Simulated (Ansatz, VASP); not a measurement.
## One calculation of Li2BrF, two programs

```xyz
4
Lattice="1.7354 1.0019 5.2404 -1.7354 1.0019 5.2404 0.0000 -2.0038 5.2404" Properties=species:S:1:pos:R:3 pbc="T T T"
F     1.7354    1.0019    5.2404
Br    0.0000    0.0000    7.8606
Li    0.0000    0.0000    4.2122
Li    0.0000    0.0000   11.5090
```

Change from the starting cell: uniaxial_z strain -4.2%.

Alike in both runs: task single point; functional r2SCAN; k mesh 8 × 8 × 8; no spin polarisation.

|  | VASP | Ansatz |
| --- | --- | --- |
| version | VASP 6.6.1 | Ansatz 0.2.0 |
| potentials or method | VASP PAW PBE potentials, release 64 (F, Br, Li_sv) | plane waves, PAW |
| plane-wave cutoff (eV) | 520 | 500 |
| occupations | gaussian, width 0.01 eV | fixed |
| valence electrons in the cell | 20 | 20 |

```csv
,VASP,Ansatz,Ansatz less VASP
gap on the k mesh at the Fermi level (eV),4.40,4.34,-0.064
rms of the force components (eV/Å),0.007,0.000,-0.0066
```

Atom by atom the forces differ by 0.007 eV/Å (rms over components).

Caveats: the PAW data sets were made with another functional, which shifts forces and pressure a little (VASP). A k mesh can miss the band edges.
